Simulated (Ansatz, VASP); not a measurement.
# Cross-check of CuH12C6N2O8 between VASP and Ansatz

One calculation is typed for both programs; each brings its own data sets. How far apart do they land? The structure shown is frame 38 of Ansatz's trajectory.

Method: plane waves, with VASP 6.6.1 beside it; single point at PBEsol, in Ansatz 0.2.0.

**1. Set-up**

The cell holds 116 atoms: 4 Cu, 48 H, 24 C, 8 N and 32 O. Its edges and angles: a = 9.641 Å, b = 13.089 Å, c = 8.709 Å, α = 87.4°, β = 88.6°, γ = 74.9°. It derives from CuH12C6N2O8 (P-1), repeated 2×2×1. As first built, before any earlier steps moved the atoms (in the runner's words): CuH12C6N2O8, space group P-1, measured structure (Crystallography Open Database), 2 x 2 x 1 conventional cells; positions as measured; bonds to H set to neutron lengths (C-H 1.089, N-H 1.015, O-H 0.983, B-H 1.19 A) where the measured ones are shorter.

**2. Ansatz: dynamics, PBEsol**

Ansatz runs on its default PAW (the set named soft_2) files.

One frame of this run of dynamics is then solved in both programs, so the motion causes no difference.

File input.yaml:

```yaml
crystal:
  lattice:
    - [9.6408, 0.0, 0.0]
    - [3.40124, 12.63978, 0.0]
    - [0.2181, 0.3484, 8.6995]
  atoms:
    - { symbol: Cu, position: [0.0, 0.0, 0.0] }
    - { symbol: H, position: [0.28105, 0.43645, 0.2275] }
    - { symbol: H, position: [0.21895, 0.06355, 0.7725] }
    - { symbol: H, position: [0.31648, 0.10055, 0.48397] }
    - { symbol: H, position: [0.18352, 0.39945, 0.51603] }
    - { symbol: H, position: [0.36472, 0.22096, 0.4404] }
    - { symbol: H, position: [0.13528, 0.27904, 0.5596] }
    - { symbol: H, position: [0.49403, 0.10918, 0.51849] }
    - { symbol: H, position: [0.00597, 0.39082, 0.48151] }
    - { symbol: H, position: [0.26233, 0.33917, 0.03612] }
    - { symbol: H, position: [0.23767, 0.16083, 0.96388] }
    - { symbol: H, position: [0.14743, 0.31999, 0.15955] }
    - { symbol: H, position: [0.35257, 0.18001, 0.84045] }
    - { symbol: C, position: [0.44665, 0.09965, 0.2845] }
    - { symbol: C, position: [0.05335, 0.40035, 0.7155] }
    - { symbol: C, position: [0.4025, 0.13495, 0.4424] }
    - { symbol: C, position: [0.0975, 0.36505, 0.5576] }
    - { symbol: C, position: [0.0472, 0.1501, 0.1904] }
    - { symbol: C, position: [0.4528, 0.3499, 0.8096] }
    - { symbol: "N", position: [0.4077, 0.02815, 0.21363] }
    - { symbol: "N", position: [0.0923, 0.47185, 0.78637] }
    - { symbol: O, position: [0.31825, 0.47925, 0.29803] }
    - { symbol: O, position: [0.18175, 0.02075, 0.70197] }
    - { symbol: O, position: [0.09075, 0.2197, 0.24723] }
    - { symbol: O, position: [0.40925, 0.2803, 0.75277] }
    - { symbol: O, position: [0.08005, 0.11485, 0.05499] }
    - { symbol: O, position: [0.41995, 0.38515, 0.94501] }
    - { symbol: O, position: [0.1978, 0.37215, 0.11946] }
    - { symbol: O, position: [0.3022, 0.12785, 0.88054] }
    - { symbol: Cu, position: [0.0, 0.5, 0.0] }
    - { symbol: H, position: [0.28105, 0.93645, 0.2275] }
    - { symbol: H, position: [0.21895, 0.56355, 0.7725] }
    - { symbol: H, position: [0.31648, 0.60055, 0.48397] }
    - { symbol: H, position: [0.18352, 0.89945, 0.51603] }
    - { symbol: H, position: [0.36472, 0.72096, 0.4404] }
    - { symbol: H, position: [0.13528, 0.77904, 0.5596] }
    - { symbol: H, position: [0.49403, 0.60918, 0.51849] }
    - { symbol: H, position: [0.00597, 0.89082, 0.48151] }
    - { symbol: H, position: [0.26233, 0.83917, 0.03612] }
    - { symbol: H, position: [0.23767, 0.66083, 0.96388] }
    - { symbol: H, position: [0.14743, 0.81999, 0.15955] }
    - { symbol: H, position: [0.35257, 0.68001, 0.84045] }
    - { symbol: C, position: [0.44665, 0.59965, 0.2845] }
    - { symbol: C, position: [0.05335, 0.90035, 0.7155] }
    - { symbol: C, position: [0.4025, 0.63495, 0.4424] }
    - { symbol: C, position: [0.0975, 0.86505, 0.5576] }
    - { symbol: C, position: [0.0472, 0.6501, 0.1904] }
    - { symbol: C, position: [0.4528, 0.8499, 0.8096] }
    - { symbol: "N", position: [0.4077, 0.52815, 0.21363] }
    - { symbol: "N", position: [0.0923, 0.97185, 0.78637] }
    - { symbol: O, position: [0.31825, 0.97925, 0.29803] }
    - { symbol: O, position: [0.18175, 0.52075, 0.70197] }
    - { symbol: O, position: [0.09075, 0.7197, 0.24723] }
    - { symbol: O, position: [0.40925, 0.7803, 0.75277] }
    - { symbol: O, position: [0.08005, 0.61485, 0.05499] }
    - { symbol: O, position: [0.41995, 0.88515, 0.94501] }
    - { symbol: O, position: [0.1978, 0.87215, 0.11946] }
    - { symbol: O, position: [0.3022, 0.62785, 0.88054] }
    - { symbol: Cu, position: [0.5, 0.0, 0.0] }
    - { symbol: H, position: [0.78105, 0.43645, 0.2275] }
    - { symbol: H, position: [0.71895, 0.06355, 0.7725] }
    - { symbol: H, position: [0.81648, 0.10055, 0.48397] }
    - { symbol: H, position: [0.68352, 0.39945, 0.51603] }
    - { symbol: H, position: [0.86472, 0.22096, 0.4404] }
    - { symbol: H, position: [0.63528, 0.27904, 0.5596] }
    - { symbol: H, position: [0.99403, 0.10918, 0.51849] }
    - { symbol: H, position: [0.50597, 0.39082, 0.48151] }
    - { symbol: H, position: [0.76233, 0.33917, 0.03612] }
    - { symbol: H, position: [0.73767, 0.16083, 0.96388] }
    - { symbol: H, position: [0.64743, 0.31999, 0.15955] }
    - { symbol: H, position: [0.85257, 0.18001, 0.84045] }
    - { symbol: C, position: [0.94665, 0.09965, 0.2845] }
    - { symbol: C, position: [0.55335, 0.40035, 0.7155] }
    - { symbol: C, position: [0.9025, 0.13495, 0.4424] }
    - { symbol: C, position: [0.5975, 0.36505, 0.5576] }
    - { symbol: C, position: [0.5472, 0.1501, 0.1904] }
    - { symbol: C, position: [0.9528, 0.3499, 0.8096] }
    - { symbol: "N", position: [0.9077, 0.02815, 0.21363] }
    - { symbol: "N", position: [0.5923, 0.47185, 0.78637] }
    - { symbol: O, position: [0.81825, 0.47925, 0.29803] }
    - { symbol: O, position: [0.68175, 0.02075, 0.70197] }
    - { symbol: O, position: [0.59075, 0.2197, 0.24723] }
    - { symbol: O, position: [0.90925, 0.2803, 0.75277] }
    - { symbol: O, position: [0.58005, 0.11485, 0.05499] }
    - { symbol: O, position: [0.91995, 0.38515, 0.94501] }
    - { symbol: O, position: [0.6978, 0.37215, 0.11946] }
    - { symbol: O, position: [0.8022, 0.12785, 0.88054] }
    - { symbol: Cu, position: [0.5, 0.5, 0.0] }
    - { symbol: H, position: [0.78105, 0.93645, 0.2275] }
    - { symbol: H, position: [0.71895, 0.56355, 0.7725] }
    - { symbol: H, position: [0.81648, 0.60055, 0.48397] }
    - { symbol: H, position: [0.68352, 0.89945, 0.51603] }
    - { symbol: H, position: [0.86472, 0.72096, 0.4404] }
    - { symbol: H, position: [0.63528, 0.77904, 0.5596] }
    - { symbol: H, position: [0.99403, 0.60918, 0.51849] }
    - { symbol: H, position: [0.50597, 0.89082, 0.48151] }
    - { symbol: H, position: [0.76233, 0.83917, 0.03612] }
    - { symbol: H, position: [0.73767, 0.66083, 0.96388] }
    - { symbol: H, position: [0.64743, 0.81999, 0.15955] }
    - { symbol: H, position: [0.85257, 0.68001, 0.84045] }
    - { symbol: C, position: [0.94665, 0.59965, 0.2845] }
    - { symbol: C, position: [0.55335, 0.90035, 0.7155] }
    - { symbol: C, position: [0.9025, 0.63495, 0.4424] }
    - { symbol: C, position: [0.5975, 0.86505, 0.5576] }
    - { symbol: C, position: [0.5472, 0.6501, 0.1904] }
    - { symbol: C, position: [0.9528, 0.8499, 0.8096] }
    - { symbol: "N", position: [0.9077, 0.52815, 0.21363] }
    - { symbol: "N", position: [0.5923, 0.97185, 0.78637] }
    - { symbol: O, position: [0.81825, 0.97925, 0.29803] }
    - { symbol: O, position: [0.68175, 0.52075, 0.70197] }
    - { symbol: O, position: [0.59075, 0.7197, 0.24723] }
    - { symbol: O, position: [0.90925, 0.7803, 0.75277] }
    - { symbol: O, position: [0.58005, 0.61485, 0.05499] }
    - { symbol: O, position: [0.91995, 0.88515, 0.94501] }
    - { symbol: O, position: [0.6978, 0.87215, 0.11946] }
    - { symbol: O, position: [0.8022, 0.62785, 0.88054] }
kpoints:
  mp_grid: { grid: [1, 1, 1] }
hamiltonian:
  xc: pbesol
scf:
  occupations: { method: fermi_dirac, width: 0.025 }
output:
  forces: true
md:
  timestep: 0.5
  n_steps: 114
  ensemble: nvt_nose_hoover
  temperature: 400
  initial_velocities: maxwell_boltzmann
  seed: 7403
```

Started as:

```sh
$ ansatz run input.yaml --threads 4 --pin off --max-ram 15872MiB --backend cpu --events-out ev --progress --plain --runs-dir out
```

Numbers of over 12 decimals in the logs are rounded to 6 here.

Log:

```text
Warning: md: disabling space-group detection — thermal motion breaks the input geometry's symmetry, so no spatial operation reduces the k-mesh or symmetrises the density; time reversal is kept, so that k and −k are solved as one point where they differ and the mesh holds both, and exact exchange and, on two spinor components, a DFT+U term hold to it where the run has them: on two components no moment then forms, and  [...]
Engine: ansatz 0.2.0, x86_64-unknown-linux-gnu
Pseudopotentials: kind: paw
Pseudopotential: Cu, paw, valence charge 19, recommended cutoff 420 eV (normal), Cu.paw.azcp
Pseudopotential: H, paw, valence charge 1, recommended cutoff 420 eV (normal), H.paw.azcp
Pseudopotential: C, paw, valence charge 4, recommended cutoff 420 eV (normal), C.paw.azcp
Pseudopotential: N, paw, valence charge 5, recommended cutoff 420 eV (normal), N.paw.azcp
Pseudopotential: O, paw, valence charge 6, recommended cutoff 420 eV (normal), O.paw.azcp
Functional definition: PBEsol
  exchange = pbesol_x
  correlation = pbesol_c
Crystal: 116 atoms, lattice volume = 1060.100 Å³
Basis set: ecut = 420 eV, 20695 PW (Γ), exchange–correlation on 144×180×120 points (8 copies of the dense FFT grid, shifted against one another)
Bands: 342, of which v1, the nominal top of the filled ones, is band 226 counted from 1 (225 counted from 0)
Symmetry: 1 space group operations
k-points: 1
Non-local potential: Cu, projectors of the file, l = 0: 3, l = 1: 2, l = 2: 3, l = 3: 1
Non-local potential: H, projectors of the file, l = 0: 2, l = 1: 1
Non-local potential: C, projectors of the file, l = 0: 2, l = 1: 2, l = 2: 1
Non-local potential: N, projectors of the file, l = 0: 2, l = 1: 2, l = 2: 1
Non-local potential: O, projectors of the file, l = 0: 2, l = 1: 2, l = 2: 1
PAW form: soft (Blöchl's): semilocal exchange-correlation on the pseudo side does not see the compensation charge
PAW frozen core: Cu, regenerated for the run's functional, and the local potential with it (the file was generated under x = pbe(κ = 0.804, μ = 0.219515), c = pbe(β = 0.066725))
PAW frozen core: C, regenerated for the run's functional, and the local potential with it (the file was generated under x = pbe(κ = 0.804, μ = 0.219515), c = pbe(β = 0.066725))
PAW frozen core: N, regenerated for the run's functional, and the local potential with it (the file was generated under x = pbe(κ = 0.804, μ = 0.219515), c = pbe(β = 0.066725))
PAW frozen core: O, regenerated for the run's functional, and the local potential with it (the file was generated under x = pbe(κ = 0.804, μ = 0.219515), c = pbe(β = 0.066725))
PAW one-centre angular grid: Cu, 590 points (default); XC on 64 Gauss nodes
PAW one-centre angular grid: H, 110 points (default); XC on 64 Gauss nodes
PAW one-centre angular grid: C, 110 points (default); XC on 64 Gauss nodes
PAW one-centre angular grid: N, 110 points (default); XC on 64 Gauss nodes
PAW one-centre angular grid: O, 110 points (default); XC on 64 Gauss nodes
Initial density: superposition of atomic densities (neutral atoms: chi_scale 0, normalization atom), corrected by the library's trained network
Initial wavefunctions: pseudopotential atomic-orbital guess
Functional: x = pbesol(κ = 0.804, μ = 0.123457), c = pbesol(β = 0.046)
SCF iter   1: F=—  HF=-53986.560390 eV  |F-HF|=—  |Δ(HF+E_count)|=         —  Δρ=1.27e-2  dr2=1.50e0  ethr=1.77e-3  ⟨swp⟩=6.0  Hψ=1479  notcnv=0  defer=15
preconditioner: auto → LDOS  [insulator: Δε(μ)=0.065 eV  Ē_g=16.262 eV  σ=0.025 eV  W_gap=0.57  n_scr=240 (ndim 8)  ℏωp=23.4 eV  f_vac=0.172  D(μ)=44.82/eV (n_scr^D=374)  ε∞_Penn≈3.1  β→1.0]
SCF iter   2: F=—  HF=-53986.293138 eV  |F-HF|=—  |Δ(HF+E_count)|=   2.67e-1  Δρ=6.65e-3  dr2=4.27e-1  ethr=3.31e-4  ⟨swp⟩=2.0  Hψ=558  notcnv=0  defer=106
SCF iter   3: F=—  HF=-53986.276201 eV  |F-HF|=—  |Δ(HF+E_count)|=   1.69e-2  Δρ=7.81e-3  dr2=5.05e-1  ethr=9.45e-5  ⟨swp⟩=2.0  Hψ=472  notcnv=0  defer=106
SCF iter   4: F=—  HF=-53986.222099 eV  |F-HF|=—  |Δ(HF+E_count)|=   5.41e-2  Δρ=5.36e-3  dr2=2.54e-1  ethr=9.45e-5  ⟨swp⟩=2.0  Hψ=260  notcnv=0  defer=106
SCF iter   5: F=—  HF=-53986.206741 eV  |F-HF|=—  |Δ(HF+E_count)|=   1.54e-2  Δρ=4.29e-3  dr2=1.60e-1  ethr=5.63e-5  ⟨swp⟩=2.0  Hψ=402  notcnv=0  defer=106
SCF iter   6: F=—  HF=-53986.195728 eV  |F-HF|=—  |Δ(HF+E_count)|=   1.10e-2  Δρ=3.23e-3  dr2=8.05e-2  ethr=3.54e-5  ⟨swp⟩=2.0  Hψ=386  notcnv=0  defer=106
[...]
SCF iter  15: F=—  HF=-53984.039229 eV  |F-HF|=—  |Δ(HF+E_count)|=   5.13e-8  Δρ=1.27e-5  dr2=1.62e-6  ethr=7.20e-10  ⟨swp⟩=2.0  Hψ=284  notcnv=0  defer=106
SCF iter  16: F=—  HF=-53984.039229 eV  |F-HF|=—  |Δ(HF+E_count)|=   7.14e-8  Δρ=1.24e-5  dr2=1.46e-6  ethr=3.59e-10  ⟨swp⟩=2.0  Hψ=392  notcnv=0  defer=106
SCF iter  17: F=—  HF=-53984.039228 eV  |F-HF|=—  |Δ(HF+E_count)|=   1.26e-7  Δρ=5.58e-6  dr2=3.12e-7  ethr=3.24e-10  ⟨swp⟩=2.0  Hψ=275  notcnv=0  defer=106
SCF iter  18: F=—  HF=-53984.039228 eV  |F-HF|=—  |Δ(HF+E_count)|=   6.42e-9  Δρ=8.58e-6  dr2=7.28e-7  ethr=6.89e-11  ⟨swp⟩=2.0  Hψ=270  notcnv=0  defer=106  recentre
SCF iter  19: F=—  HF=-53984.039228 eV  |F-HF|=—  |Δ(HF+E_count)|=   1.40e-9  Δρ=5.74e-6  dr2=3.06e-7  ethr=6.89e-11  ⟨swp⟩=2.0  Hψ=420  notcnv=0  defer=106
SCF iter  20: F=—  HF=-53984.039228 eV  |F-HF|=—  |Δ(HF+E_count)|=   1.63e-8  Δρ=3.93e-6  dr2=1.40e-7  ethr=6.78e-11  ⟨swp⟩=1.0  Hψ=236  notcnv=0  defer=106
SCF iter  21: F=—  HF=-53984.039228 eV  |F-HF|=—  |Δ(HF+E_count)|=   8.44e-9  Δρ=3.38e-6  dr2=1.08e-7  ethr=2.21e-11  ⟨swp⟩=3.0  Hψ=772  notcnv=0
SCF iter  22: F=—  HF=-53984.039228 eV  |F-HF|=—  |Δ(HF+E_count)|=   2.26e-9  Δρ=3.25e-6  dr2=1.02e-7  ethr=2.21e-11  ⟨swp⟩=3.0  Hψ=757  notcnv=0
SCF iter  23: F=-53984.039228 eV  HF=-53984.039228 eV  |F-HF|=2.89e-8  |Δ(HF+E_count)|=   2.71e-9  Δρ=1.79e-6  dr2=3.03e-8  ethr=2.21e-11  ⟨swp⟩=3.0  Hψ=717  notcnv=0
SCF 115 converged in 23 iterations: F = -53984.039228 eV  dr2 = 3.03e-8
md step   114: t =    57.00 fs  T =   281.7 K  F+E_penalty+E_count = -53984.03922835 eV  E_kin = 4.187715 eV  conserved = -53980.22672250 eV  (23 SCF iters)
SCF converged after 23 iterations
Free energy (F): -53984.039228 eV
Harris-Foulkes:  -53984.039228 eV  (|F-HF|=2.89e-8)
Internal energy: -53983.945254 eV  (E = F + TS)
E sigma→0 (E₀):  -53983.992241 eV
Entropy (-TS):   -0.093974 eV (-0.810 meV/atom)
Fermi energy:    2.440173 eV
--- Per-component energies (eV) ---
  E_band       = -5007.806817
  E_kinetic    = 10634.337941
  E_local      = -58365.609095  (includes V_loc(G=0)·N_el)
  E_nonlocal   = 4239.236816
  E_hartree    = 23874.581735
  E_xc         = -4677.041083
  E_vxc        = -5960.375108  (∫ρ·V_xc dr)
  E_paw        = -14687.465532  (= ΣΔE_a)
  E_vpaw       = -3304.587823  (= ΣTr[D̂ρ^β])
  E_aug_tail   = 0.022523  (compensation charges beyond the density's cutoff)
  E_ewald      = -15004.693784
  E_core_change = 2.685225  (= ΣΔE_core)
  E_smearing   = -0.093974  (= −TS)
  E_closure    = -0.000000  (closes the sum)
  Σ components = -53984.039228   (vs F -53984.039228, Δ=0.00e0)
--- Forces (eV/Å), atoms counted from 1 ---
  atom   1  Cu     0.46211667    -0.04803785    -0.31540571
  atom   2  H     -0.22345964    -0.36074722    -0.22084642
  atom   3  H     -0.42151529    -0.07497366    -0.64665404
  atom   4  H     -2.94382077     0.04131534     0.76460122
  atom   5  H     -0.08291405    -0.04930350     0.29156432
  atom   6  H     -0.33189430     0.80938459     0.25399064
  atom   7  H      0.15357858     0.27230524    -0.00620430
  atom   8  H      0.07897230     0.09238964    -0.60578119
  atom   9  H     -1.05648255     0.47458014    -0.50736153
  atom  10  H     -0.47349573     0.37166745    -0.34475293
  atom  11  H      0.02386187    -0.08417236     0.51587406
  atom  12  H     -0.86160184    -0.58797679     0.48973458
  atom  13  H     -0.30491168    -0.69094632     0.39484028
  atom  14  C      2.06312756     1.56065386     1.05926119
  atom  15  C     -0.18413589     1.33694069     1.24973778
  atom  16  C      2.69273199    -0.53386894    -0.59629371
  atom  17  C      1.30861686    -1.14873506    -0.20489303
  atom  18  C      0.80808297     2.76791072     0.62650669
  atom  19  C     -0.58759487    -1.02056535    -0.24064621
  atom  20  N     -1.28058289    -1.85963114    -1.60914417
  atom  21  N      0.18622200    -1.27909731    -0.95170697
  atom  22  O      0.04614234     0.61985804     1.07042519
  atom  23  O      0.15816588    -0.60985474     0.66354052
  atom  24  O     -1.14743769    -2.00446745    -0.04025630
[...]
atom 109  O      0.31427955     0.33981006    -1.04654197
  atom 110  O     -0.05247569     0.15516633     1.10475129
  atom 111  O     -0.82118140    -2.11798144    -1.10145573
  atom 112  O      0.44194543     1.66625269     0.40468243
  atom 113  O     -0.08337278     1.34353140     0.38672364
  atom 114  O     -0.19735385     0.82846824     0.92471987
  atom 115  O     -0.76856611    -0.38213672     0.50490935
  atom 116  O      0.76701092     0.21885578    -0.37702022
  max |Σ_I F_I| component: 5.06e-5 eV/Å
--- MD trajectory: 114 steps, t = 0.0 → 57.0 fs ---
  final state: T = 281.7 K   F+E_penalty+E_count = -53984.03922835 eV   E_kin = 4.187715 eV
  conserved energy: peak-to-peak 1.528e-2 eV (1.317e-4 eV/atom) over 57.0 fs
```

(Part 1 of 2 ends here.)

[Lines on the potential files, build, host, timing and source positions are cut from VASP's logs without a mark.]

[Logs are printed without paths, hosts, clocks, repeated set-up lines and the standing remarks that a program may print on its own settings, such as how far it seeks lower states.]

[Hosts, paths, dates, database ids (printed as entryN), source tags and the programs' standing remarks are cut or masked in the printed files.]
